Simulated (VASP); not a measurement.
Runs of VASP 6.6.1 on FeSi. It takes space group P2_13 (No. 198, cubic). The conventional cell has a = 4.551 Å, b = 4.551 Å, c = 4.551 Å, α = 90.00°, β = 90.00°, γ = 90.00°. Fe (site symmetry 3) is surrounded by 7 Si at 2.32 to 2.55 Å. Around Si (site symmetry 3) lie 7 Fe at 2.32 to 2.55 Å. 

```tsv
level	potentials or basis	gap on the mesh (eV)	pressure (GPa)	relaxed volume (Å³/atom)	largest force (eV/Å)
PBE+D3(BJ)	VASP PAW PBE potentials, release 64 (Fe, Si)	0.16	0.0	10.67	0.01
r2SCAN	VASP PAW PBE potentials, release 64 (Fe, Si)	0.33	0.0	10.68	0.01
PBE	VASP PAW PBE potentials, release 64 (Fe, Si)	0.16	0.0	(b)	-
LDA	VASP PAW LDA potentials, release 64 (Fe, Si)	(a)	0.0	10.45	0.01
PBEsol	VASP PAW PBE potentials, release 64 (Fe, Si)	0.14	0.0	10.70	0.01
```

Alike in all rows: task relaxation of cell and atoms; no spin polarisation; cell relaxed; k mesh 8 × 8 × 8; cutoff (eV) 600; smearing gaussian 0.03 eV.

Problem. Fill in the values left out.

Solution. (a) 0.13; (b) 11.00.

Caveats: the PAW data sets were made with another functional, which shifts forces and pressure a little (some runs); the volume moved by -11 % from the deposited cell, more than functionals usually miss (some runs).

A k mesh can miss the band edges.

Not every run made on this cell is shown here.
